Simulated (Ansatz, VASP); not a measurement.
# GaAsCl2 (Cl-GaAs-Cl chair bilayer, AA): VASP beside Ansatz, part 2 of 2

Wanted: the spread between two codes on one cell, functional and k mesh. The structure shown is the end of the Ansatz relaxation below.

VASP 6.6.1 and Ansatz 0.2.0.

So far: The structure; Ansatz: relaxation, PBEsol with D3(BJ).

## (3) VASP: single point, PBEsol with D3(BJ)

Level of this step: PBEsol with D3(BJ); plane waves and PAW (Cl, As, Ga_d) (VASP).

The same cell, functional, mesh and smearing now go to VASP, with its own data sets.

Lines of VASP's logs that name or quote its potential files are left out, and so is its time.

Contents of INCAR:

```
SYSTEM = GaAsCl2
PREC = Accurate
ENCUT = 400
EDIFF = 1E-06
NELM = 120
ISMEAR = -1
SIGMA = 0.05
LREAL = .FALSE.
ALGO = Normal
GGA = PS
IVDW = 12
NBANDS = 40
LORBIT = 11
LWAVE = .FALSE.
LCHARG = .FALSE.
ISIF = 2
LDIPOL = .TRUE.
IDIPOL = 3
DIPOL = 0.5 0.5 0.5
LVHAR = .TRUE.
LASPH = .TRUE.
GGA_COMPAT = .FALSE.
EFERMI = MIDGAP
NELMDL = -8
KPAR = 2
```

Contents of POSCAR:

```
GaAsCl2
1.0
    4.0555819999      0.0000000000      0.0000000000
   -2.0277909999      3.5122370390      0.0000000000
    0.0000000000      0.0000000000     58.2066666687
Cl As Ga
4 2 2
Direct
    0.6666666667      0.3333333333      0.3910307947
    0.3333333333      0.6666666667      0.4776070744
    0.6666666667      0.3333333333      0.5218491197
    0.3333333333      0.6666666667      0.6084384265
    0.6666666667      0.3333333333      0.4283348934
    0.6666666667      0.3333333333      0.5591340252
    0.3333333333      0.6666666667      0.4408616518
    0.3333333333      0.6666666667      0.5717132045
```

Contents of KPOINTS:

```
Automatic mesh
0
Gamma
12 12 1
0 0 0
```

Potentials, in the order of the species: Cl, As and Ga_d (PBE family, release 64).

Command:

```sh
$ mpirun -np 2 vasp_std
```

Numbers of over 12 decimals in the logs are rounded to 6 here.

Log:

```text
[banner, memory and clock lines left out]
running    2 mpi-ranks, on    1 nodes
 distrk:  each k-point on    1 cores,    2 groups
 distr:  one band on    1 cores,    1 groups

 POSCAR found type information on POSCAR ClAsGa
 POSCAR found :  3 types and       8 ions
|                                                                             |
|               ----> ADVICE to this user running VASP <----                  |
|                                                                             |
|     You enforced a specific xc type in the INCAR file but a different       |
|     [... a line on the potential file left out ...]
|     I HOPE YOU KNOW WHAT YOU ARE DOING!                                     |
|                                                                             |

 LDA part: xc-table for (Slater+PW92), standard interpolation
|                                                                             |
|           W    W    AA    RRRRR   N    N  II  N    N   GGGG   !!!           |
|           W    W   A  A   R    R  NN   N  II  NN   N  G    G  !!!           |
|           W    W  A    A  R    R  N N  N  II  N N  N  G       !!!           |
|           W WW W  AAAAAA  RRRRR   N  N N  II  N  N N  G  GGG   !            |
|           WW  WW  A    A  R   R   N   NN  II  N   NN  G    G                |
|           W    W  A    A  R    R  N    N  II  N    N   GGGG   !!!           |
|                                                                             |
|     One of the lattice vectors is very long (>50 A), but AMIN is rather     |
|     large. This can spoil convergence since charge sloshing might occur     |
|     along the long lattice vector. If problems with convergence are         |
|     observed, try to decrease AMIN to a smaller value (e.g. 0.01).          |
|     Note: This warning only applies if the self-consistency cycle is        |
|     used.                                                                   |
|                                                                             |

 POSCAR, INCAR and KPOINTS ok, starting setup
 FFT: planning ... GRIDC
 FFT: planning ... GRID_SOFT
 FFT: planning ... GRID
 WAVECAR not read
 entering main loop
       N       E                     dE             d eps       ncg     rms          rms(c)
DAV:   1     0.475945199696E+03    0.47595E+03   -0.21358E+04  1888   0.101E+03
DAV:   2     0.601403832439E+02   -0.41580E+03   -0.40329E+03  2280   0.234E+02
DAV:   3    -0.255539614437E+02   -0.85694E+02   -0.84482E+02  1896   0.106E+02
DAV:   4    -0.302469117510E+02   -0.46930E+01   -0.46682E+01  2240   0.331E+01
DAV:   5    -0.303209583553E+02   -0.74047E-01   -0.73982E-01  1904   0.393E+00
DAV:   6    -0.303246516468E+02   -0.36933E-02   -0.36930E-02  2336   0.902E-01
DAV:   7    -0.303247005470E+02   -0.48900E-04   -0.48898E-04  1920   0.990E-02
DAV:   8    -0.303247020586E+02   -0.15116E-05   -0.15109E-05  2192   0.183E-02    0.115E+01
DAV:   9    -0.295844452727E+02    0.74026E+00   -0.73942E-01  2360   0.154E+01    0.758E+00
DAV:  10    -0.295225885517E+02    0.61857E-01   -0.14603E+00  2152   0.129E+01    0.138E+00
DAV:  11    -0.294776888943E+02    0.44900E-01   -0.41305E-01  2104   0.844E+00    0.906E-01
DAV:  12    -0.294816305726E+02   -0.39417E-02   -0.91002E-02  1744   0.144E+00    0.370E-01
DAV:  13    -0.294811623210E+02    0.46825E-03   -0.41381E-03  2400   0.733E-01    0.225E-01
DAV:  14    -0.294814282599E+02   -0.26594E-03   -0.23645E-03  2104   0.351E-01    0.882E-02
[...]
DAV:  22    -0.294818581386E+02   -0.32362E-04   -0.60347E-07  1168   0.546E-03    0.273E-03
DAV:  23    -0.294818854742E+02   -0.27336E-04   -0.53351E-07  1176   0.327E-03    0.217E-03
DAV:  24    -0.294819004396E+02   -0.14965E-04   -0.30646E-07  1176   0.268E-03    0.772E-04
DAV:  25    -0.294819169786E+02   -0.16539E-04   -0.42373E-07  1152   0.283E-03    0.726E-04
DAV:  26    -0.294819182220E+02   -0.12434E-05   -0.15282E-07  1208   0.335E-03    0.314E-04
DAV:  27    -0.294819196497E+02   -0.14277E-05   -0.65427E-08  1136   0.137E-03    0.204E-04
DAV:  28    -0.294819215093E+02   -0.18597E-05   -0.38410E-08  1152   0.112E-03    0.145E-04
DAV:  29    -0.294819222278E+02   -0.71843E-06   -0.19717E-08  1152   0.620E-04
   1 F= -.30752188E+02 E0= -.30751613E+02  d E =-.115070E-02
```

Parts of OUTCAR (step 3):

```text
ion  position               nearest neighbor table
   1  0.667  0.333  0.391-   5 2.17
   2  0.333  0.667  0.478-   7 2.14
   3  0.667  0.333  0.522-   6 2.17
   4  0.333  0.667  0.608-   8 2.14
   5  0.667  0.333  0.428-   1 2.17   7 2.45   7 2.45   7 2.45
   6  0.667  0.333  0.559-   3 2.17   8 2.45   8 2.45   8 2.45
   7  0.333  0.667  0.441-   2 2.14   5 2.45   5 2.45   5 2.45
   8  0.333  0.667  0.572-   4 2.14   6 2.45   6 2.45   6 2.45

  LATTYP: Found a hexagonal cell.
 ALAT       =     4.0555819999
 C/A-ratio  =    14.3522351835

 Subroutine GETGRP returns: Found  6 space group operations
 (whereof  6 operations were pure point group operations)

The static configuration has the point symmetry C_3v.

 Found     19 irreducible k-points:

   k-points           NKPTS =     19   k-points in BZ     NKDIM =     19   number of bands    NBANDS=     40

   dimension x,y,z NGX =    28 NGY =   28 NGZ =  384
   dimension x,y,z NGXF=    56 NGYF=   56 NGZF=  768

   ENCUT  =  400.0 eV  29.40 Ry    5.42 a.u.   6.61  6.61 94.92*2*pi/ulx,y,z

   NELECT =      64.0000    total number of electrons

 k-points in reciprocal lattice and weights: Automatic mesh
   0.00000000  0.00000000  0.00000000       0.007
   0.08333333  0.00000000  0.00000000       0.042
   0.16666667 -0.00000000  0.00000000       0.042
   0.25000000 -0.00000000  0.00000000       0.042
   0.33333333 -0.00000000  0.00000000       0.042
   0.41666667  0.00000000  0.00000000       0.042
   0.50000000 -0.00000000  0.00000000       0.021
   0.08333333  0.08333333  0.00000000       0.042
   0.16666667  0.08333333  0.00000000       0.083
[...]
0.33333333  0.25000000  0.00000000       0.083
   0.33333333  0.33333333  0.00000000       0.014

 dipolmoment           0.000000      0.000000      0.143783 electrons x Angstroem

 average (electrostatic) potential at core
       1-100.4196       2 -99.5258       3 -99.5881       4 -98.6113       5 -59.3680
       6 -58.5005       7 -74.5871       8 -73.7251

 E-fermi :  -3.8609

 k-point     1 :       0.0000    0.0000    0.0000
  band No.  band energies     occupation
    ...
     29      -4.8549      2.00000
     30      -4.8549      2.00000
     31      -3.9868      1.85080
     32      -3.9868      1.85080
     33      -3.8071      0.50859
     34      -2.9455      0.00000
     35      -2.8329      0.00000
     36      -1.8326      0.00000
     37      -0.2148      0.00000
     38      -0.2148      0.00000
    ...

 k-point     2 :       0.0833    0.0000    0.0000
  band No.  band energies     occupation
    ...
     28      -5.5053      2.00000
     29      -5.3882      2.00000
     30      -4.9351      2.00000
     31      -4.5246      2.00000
     32      -4.0655      1.96715
     33      -3.1746      0.00000
     34      -2.7615      0.00000
     35      -2.2927      0.00000
     36      -1.7823      0.00000
     37      -0.3273      0.00000
    ...

 k-point     3 :       0.1667   -0.0000    0.0000
  band No.  band energies     occupation
    ...
     28      -5.8326      2.00000
     29      -5.5823      2.00000
     30      -5.1296      2.00000
     31      -5.1200      2.00000
     32      -4.2468      1.99911
     33      -2.6741      0.00000
     34      -2.4062      0.00000
     35      -1.7260      0.00000
     36      -1.5363      0.00000
     37      -0.2218      0.00000
    ...

 Edisp (eV)   -1.27027

  Total      -0.10232    -0.10232    -0.16539    -0.00000     0.00000     0.00000
  in kB      -0.19773    -0.19773    -0.31961    -0.00000     0.00000     0.00000
  external pressure =       -0.24 kB  Pullay stress =        0.00 kB

  energy-cutoff  :      400.00
  volume of cell :      829.11
      direct lattice vectors                 reciprocal lattice vectors
     4.055582000  0.000000000  0.000000000     0.246573735  0.142359412  0.000000000
    -2.027791000  3.512237039  0.000000000     0.000000000  0.284718824  0.000000000
     0.000000000  0.000000000 58.206666669     0.000000000  0.000000000  0.017180163

 POSITION                                       TOTAL-FORCE (eV/Angst)
 -----------------------------------------------------------------------------------
      2.02779      1.17075     22.76060        -0.000000      0.000000     -0.038944
     -0.00000      2.34149     27.79992         0.000000      0.000000     -0.042627
      2.02779      1.17075     30.37510         0.000000      0.000000     -0.038608
     -0.00000      2.34149     35.41517        -0.000000      0.000000     -0.042233
      2.02779      1.17075     24.93195         0.000000      0.000000      0.032310
      2.02779      1.17075     32.54533         0.000000      0.000000      0.031047
     -0.00000      2.34149     25.66109         0.000000     -0.000000      0.048874
     -0.00000      2.34149     33.27752        -0.000000     -0.000000      0.050179
 -----------------------------------------------------------------------------------
    total drift:                                0.000006     -0.000003     -0.000684

  FREE ENERGIE OF THE ION-ELECTRON SYSTEM (eV)
  ---------------------------------------------------
  free  energy   TOTEN  =       -30.7521879486 eV

  energy  without entropy=      -30.7510372525  energy(sigma->0) =      -30.75161260

 vacuum level on the upper side and lower side of the slab         2.883         1.057

 total charge
# of ion       s       p       d       tot
------------------------------------------
    1        1.600   3.452   0.000   5.052
    2        1.598   3.471   0.000   5.070
    3        1.603   3.446   0.000   5.049
    4        1.596   3.475   0.000   5.072
    5        1.231   1.494   0.062   2.786
    6        1.230   1.495   0.062   2.787
    7        0.872   0.821  10.035  11.728
    8        0.870   0.820  10.035  11.726
--------------------------------------------------
tot         10.601  18.475  20.193  49.268

[... 3 further parts left out ...]
```

## (4) Comparison

Known differences besides the potentials themselves: Ansatz cuts the interaction across the vacuum, VASP repeats the sheet with a dipole correction (LDIPOL); the data sets hold 84 valence electrons in Ansatz (on its default PAW (the set named soft_2) files) and 64 in VASP; the cutoff is 420 eV in Ansatz and 400 eV in VASP; Ansatz makes its cores anew for this functional, VASP keeps those of its PBE data sets. Total energies have different zeros and are not compared.

Compared:

```tsv
quantity	Ansatz	VASP	difference
gap on the k mesh (eV)	0.180	0.180	+0.001
```

Forces (eV/Å; atoms numbered as in POSCAR):

```tsv
atom	Ansatz x, y, z	VASP x, y, z
Cl1	0.000, 0.000, 0.001	0.000, 0.000, -0.039
Cl2	0.000, 0.000, 0.001	0.000, 0.000, -0.043
Cl3	0.000, 0.000, 0.000	0.000, 0.000, -0.039
Cl4	0.000, 0.000, -0.001	0.000, 0.000, -0.042
As5	0.000, 0.000, 0.001	0.000, 0.000, 0.032
As6	0.000, 0.000, -0.001	0.000, 0.000, 0.031
Ga7	0.000, 0.000, 0.000	0.000, 0.000, 0.049
Ga8	0.000, 0.000, 0.000	0.000, 0.000, 0.050
```

The forces differ by 24 meV/Å r.m.s., where the r.m.s. force is 0.000 eV/Å in Ansatz and 0.024 eV/Å in VASP: the atoms lie near their places of rest in Ansatz, so a percentage would say little (all taken over all components). A gap on the mesh is an upper bound, since the band edges may lie between its points. Where the cell holds vacuum, a pressure given here is an average over it and none of the material.

## (5) Summary of results

| Property | Result |
| --- | --- |
| r.m.s. force difference (single point, PBEsol with D3(BJ)) | 24 meV/Å |

The r.m.s. force difference is 24 meV/Å (single point, PBEsol with D3(BJ)), beyond the 12 meV/Å picked in this series as the mark of a large difference. The data sets hold unlike numbers of valence electrons (84 in Ansatz and 64 in VASP), so part of the differences may come from the potentials. What causes the difference of the single point, PBEsol with D3(BJ) pair stays open here. Such differences can come from data sets, numerical settings and the points named under the comparisons, not from the functional's error against experiment.

[Lines on the potential files, build, host, timing and source positions are cut from VASP's logs without a mark.]

[Logs are printed without paths, hosts, clocks, repeated set-up lines and the standing remarks that a program may print on its own settings, such as how far it seeks lower states.]

[Hosts, paths, dates, database ids (printed as entryN), source tags and the programs' standing remarks are cut or masked in the printed files.]
